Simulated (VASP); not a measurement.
All values below come from PBEsol GGA, VASP's PBE PAW potentials (set 64) (plane waves; VASP).

VASP ran on this input.

File KPOINTS:
```
Automatic mesh
0
Gamma
10 10 8
0 0 0
```

INCAR:
```
SYSTEM = YGe
PREC = Accurate
ENCUT = 400
EDIFF = 1E-6
NELM = 100
ALGO = Normal
LREAL = .FALSE.
LASPH = .TRUE.
ISMEAR = 1
SIGMA = 0.1
GGA = PS
LMAXMIX = 4
LWAVE = .FALSE.
LCHARG = .FALSE.
IBRION = 2
ISIF = 3
NSW = 60
EDIFFG = -0.01
```

File POSCAR:
```
YGe
1
    3.6419116843     0.0000000432     0.0000000000
   -1.8209562676     3.1539884595     0.0000000000
   -0.0000000000    -0.0000000000     4.1629753470
Y Ge
1 1
Direct
  0.0000000000   1.0000000000   0.0000000000
  0.6666670000   0.3333330000   0.5000000000
```

POTCAR, in this order: Y_sv Ge_d (PBE.64 set). Program: vasp_std.

What VASP printed:

File OUTCAR:
```
 ion  position               nearest neighbor table
   1  0.000  0.000  0.000-   2 2.96   2 2.96   2 2.96   2 2.96   2 2.96   2 2.96
   2  0.667  0.333  0.500-   1 2.96   1 2.96   1 2.96   1 2.96   1 2.96   1 2.96
  LATTYP: Found a hexagonal cell.
 ALAT       =     3.6419116843
 C/A-ratio  =     1.1430742170
 Subroutine PRICEL returns:
 Original cell was already a primitive cell.
 Subroutine GETGRP returns: Found 12 space group operations
The static configuration has the point symmetry D_3h.
The dynamic configuration has the point symmetry D_3h.
 Subroutine INISYM returns: Found 12 space group operations
 Subroutine IBZKPT returns following result:
 Found     70 irreducible k-points:

 Following reciprocal coordinates:
            Coordinates               Weight
  0.000000  0.000000  0.000000      1.000000
  0.100000  0.000000  0.000000      6.000000
  0.200000  0.000000  0.000000      6.000000
  0.300000  0.000000  0.000000      6.000000
  0.400000  0.000000  0.000000      6.000000
  0.500000  0.000000  0.000000      3.000000
  0.100000  0.100000  0.000000      6.000000
  0.200000  0.100000  0.000000     12.000000
  0.300000  0.100000  0.000000     12.000000
  0.400000  0.100000  0.000000     12.000000
  0.200000  0.200000  0.000000      6.000000
  0.300000  0.200000  0.000000     12.000000
  0.400000  0.200000  0.000000      6.000000
  0.300000  0.300000  0.000000      6.000000
  0.000000  0.000000  0.125000      2.000000
  0.100000  0.000000  0.125000     12.000000
  0.200000  0.000000  0.125000     12.000000
  0.300000  0.000000  0.125000     12.000000
  0.400000  0.000000  0.125000     12.000000
  0.500000  0.000000  0.125000      6.000000
  0.100000  0.100000  0.125000     12.000000
  0.200000  0.100000  0.125000     24.000000
  0.300000  0.100000  0.125000     24.000000
...
```

### OSZICAR
```
       N       E                     dE             d eps       ncg     rms          rms(c)
DAV:   1     0.133397945925E+03    0.13340E+03   -0.11723E+04  2304   0.273E+03
DAV:   2    -0.105557389474E+01   -0.13445E+03   -0.13312E+03  2392   0.482E+02
DAV:   3    -0.132172373443E+02   -0.12162E+02   -0.12100E+02  3064   0.109E+02
DAV:   4    -0.135318535026E+02   -0.31462E+00   -0.31456E+00  2880   0.171E+01
DAV:   5    -0.135398971368E+02   -0.80436E-02   -0.80435E-02  3304   0.239E+00    0.287E+01
DAV:   6    -0.128549733324E+02    0.68492E+00   -0.21016E+00  3352   0.779E+00    0.197E+01
DAV:   7    -0.128074216992E+02    0.47552E-01   -0.83376E-01  2912   0.748E+00    0.400E+00
DAV:   8    -0.127904285106E+02    0.16993E-01   -0.22056E-01  3152   0.460E+00    0.353E-01
DAV:   9    -0.127890716540E+02    0.13569E-02   -0.15978E-02  2912   0.182E+00    0.181E-01
DAV:  10    -0.127890052741E+02    0.66380E-04   -0.16492E-03  3368   0.389E-01    0.806E-02
DAV:  11    -0.127889721097E+02    0.33164E-04   -0.18841E-04  2816   0.118E-01    0.275E-02
DAV:  12    -0.127889714206E+02    0.68910E-06   -0.14745E-05  3432   0.301E-02    0.128E-02
DAV:  13    -0.127889715798E+02   -0.15921E-06   -0.15599E-06  1928   0.139E-02
   1 F= -.12788972E+02 E0= -.12788866E+02  d E =-.127890E+02
       N       E                     dE             d eps       ncg     rms          rms(c)
DAV:   1    -0.127892904687E+02   -0.31905E-03   -0.78117E-03  2328   0.923E-01    0.109E-01
DAV:   2    -0.127891100234E+02    0.18045E-03   -0.31782E-04  2864   0.239E-01    0.595E-02
DAV:   3    -0.127890239275E+02    0.86096E-04   -0.13645E-04  3152   0.120E-01    0.160E-02
DAV:   4    -0.127890227203E+02    0.12072E-05   -0.98826E-06  3104   0.319E-02    0.114E-02
DAV:   5    -0.127890229977E+02   -0.27744E-06   -0.92529E-07  1632   0.121E-02
   2 F= -.12789023E+02 E0= -.12788910E+02  d E =-.514180E-04
       N       E                     dE             d eps       ncg     rms          rms(c)
DAV:   1    -0.127907659634E+02   -0.17432E-02   -0.49455E-02  2296   0.232E+00    0.276E-01
DAV:   2    -0.127896168470E+02    0.11491E-02   -0.20244E-03  2864   0.600E-01    0.150E-01
DAV:   3    -0.127890777867E+02    0.53906E-03   -0.86283E-04  3216   0.294E-01    0.407E-02
DAV:   4    -0.127890693972E+02    0.83895E-05   -0.61321E-05  3064   0.791E-02    0.288E-02
DAV:   5    -0.127890696267E+02   -0.22948E-06   -0.69235E-06  2968   0.305E-02
   3 F= -.12789070E+02 E0= -.12788943E+02  d E =-.980469E-04
       N       E                     dE             d eps       ncg     rms          rms(c)
DAV:   1    -0.127900658398E+02   -0.99644E-03   -0.17992E-02  3272   0.208E+00    0.218E-01
DAV:   2    -0.127892719278E+02    0.79391E-03   -0.16212E-03  2960   0.722E-01    0.102E-01
DAV:   3    -0.127890332911E+02    0.23864E-03   -0.11166E-03  3848   0.355E-01    0.659E-02
DAV:   4    -0.127890368248E+02   -0.35336E-05   -0.36121E-05  2544   0.560E-02    0.588E-02
DAV:   5    -0.127890422020E+02   -0.53772E-05   -0.22597E-05  3328   0.490E-02    0.145E-02
DAV:   6    -0.127890432248E+02   -0.10227E-05   -0.23744E-06  1960   0.211E-02    0.129E-02
DAV:   7    -0.127890435241E+02   -0.29932E-06   -0.35800E-07  1208   0.766E-03
   4 F= -.12789044E+02 E0= -.12788916E+02  d E =0.261026E-04
       N       E                     dE             d eps       ncg     rms          rms(c)
DAV:   1    -0.127896369957E+02   -0.59377E-03   -0.99599E-03  3280   0.155E+00    0.163E-01
DAV:   2    -0.127891990422E+02    0.43795E-03   -0.89283E-04  2952   0.521E-01    0.764E-02
DAV:   3    -0.127890706560E+02    0.12839E-03   -0.62099E-04  3856   0.263E-01    0.490E-02
DAV:   4    -0.127890711812E+02   -0.52523E-06   -0.19589E-05  2552   0.413E-02    0.438E-02
DAV:   5    -0.127890713152E+02   -0.13392E-06   -0.12461E-05  3272   0.363E-02    0.110E-02
DAV:   6    -0.127890707983E+02    0.51686E-06   -0.13176E-06  1440   0.163E-02
   5 F= -.12789071E+02 E0= -.12788944E+02  d E =-.117161E-05
```

File OUTCAR:
```
------------------------ aborting loop because EDIFF is reached ----------------------------------------
  FORCE on cell =-STRESS in cart. coord.  units (eV):
  Direction    XX          YY          ZZ          XY          YZ          ZX
  --------------------------------------------------------------------------------------
  Total       -0.0115224     -0.0115224     -0.0158427      0.0000000     -0.0000000      0.0000000
  in kB       -0.3867854     -0.3867855     -0.5318079      0.0000000     -0.0000000      0.0000000
  external PRESSURE =      -0.4351263 kB  Pullay stress =       0.0000000 kB
  volume of cell :       47.73
      direct lattice vectors                 reciprocal lattice vectors
     3.633145292  0.000000044  0.000000000     0.275243601  0.158911983 -0.000000000
    -1.816573070  3.146396537 -0.000000000    -0.000000004  0.317823892 -0.000000000
     0.000000000  0.000000000  4.175309497    -0.000000000 -0.000000000  0.239503203
 POSITION                                       TOTAL-FORCE (eV/Angst)
 -----------------------------------------------------------------------------------
     -0.00000      0.00000     -0.00000         0.000000     -0.000000     -0.000000
      1.81657      1.04880      2.08765        -0.000000      0.000000      0.000000
 -----------------------------------------------------------------------------------
    total drift:                               -0.001059      0.000621      0.000000
  FREE ENERGIE OF THE ION-ELECTRON SYSTEM (eV)
  ---------------------------------------------------
  free  energy   TOTEN  =       -12.7890707983 eV

  energy  without entropy=      -12.7886917391  energy(sigma->0) =      -12.78894445

 reached required accuracy - stopping structural energy minimisation
```
(Selected blocks of OUTCAR.)

File CONTCAR:
```
YGe
   1.00000000000000
     3.6331452921057958    0.0000000441740593    0.0000000000000000
    -1.8165730695451885    3.1463965374668543   -0.0000000000000000
     0.0000000000000000    0.0000000000000000    4.1753094966285325
  Y               Ge
     1     1
Direct
     0.0000000000000000    0.0000000000000000    0.0000000000000000
     0.6666669999999968    0.3333330000000032    0.5000000000000000
```

The structure was generated: YGe was put into the WC type (P-6m2), which need not be its known phase. This run relaxes it. Symmetry was kept, so distortions that lower it aren't found. The start is the result of an earlier pass. The electron count is odd and the run is not spin-polarised, which forces a metal.
